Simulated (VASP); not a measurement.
Here is a VASP 6.6.1 calculation.

File INCAR:

```
PREC = Accurate
ENCUT = 520
EDIFF = 1E-6
ISMEAR = -1
SIGMA = 0.1
LREAL = F
LASPH = T
NELM = 60
ALGO = Fast
ISIF = 2
LWAVE = F
LCHARG = T
GGA = PE
LELF = T
LVHAR = T
ISYM = 0
NBANDS = 60
```

KPOINTS

```
Automatic mesh
0
Gamma
  3 3 5
```

Contents of POSCAR:

```
MnSi2Mo2
1.0
    6.2985690000      0.0000000000      0.0000000000
    0.0000000000      6.2985690000      0.0000000000
    0.0000000000      0.0000000000      3.4399380000
Mn Si Mo
2 4 4
Direct
    0.0000000000      0.0000000000      0.0000000000
    0.5000000000      0.5000000000      0.0000000000
    0.3900000000      0.8900000000      0.0000000000
    0.1100000000      0.3900000000      0.0000000000
    0.6100000000      0.1100000000      0.0000000000
    0.8900000000      0.6100000000      0.0000000000
    0.1800000000      0.6800000000      0.5000000000
    0.3200000000      0.1800000000      0.5000000000
    0.8200000000      0.3200000000      0.5000000000
    0.6800000000      0.8200000000      0.5000000000
```

Potentials or basis: VASP PAW PBE potentials, release 64 (Mn_pv, Si, Mo_sv).

Launch:

```console
$ cat potpaw_PBE.64/Mn_pv/POTCAR potpaw_PBE.64/Si/POTCAR potpaw_PBE.64/Mo_sv/POTCAR > POTCAR
$ mpirun -np 1 vasp_std > vasp.out
```

Question: Predict the pressure.

Answer: 3.9 GPa.

Question: What does it give for the largest force?

Answer: 7.955 eV/Å.

Question: Predict the band gap on the k mesh.

Answer: None (metal or under the smearing width).

Stress tensor (GPa, compression positive):
```
 7.26  0.00  0.00
 0.00  7.26  0.00
 0.00  0.00 -2.72
```

Caveat: the k mesh is coarse (spacing up to 0.37 Å⁻¹), so the values aren't converged; forces of over 1 eV/Å show positions far from the minimum, so gaps and moduli don't describe the material at rest. Spin polarisation is off, so any magnetic state and its effect on volume and gap are missing.
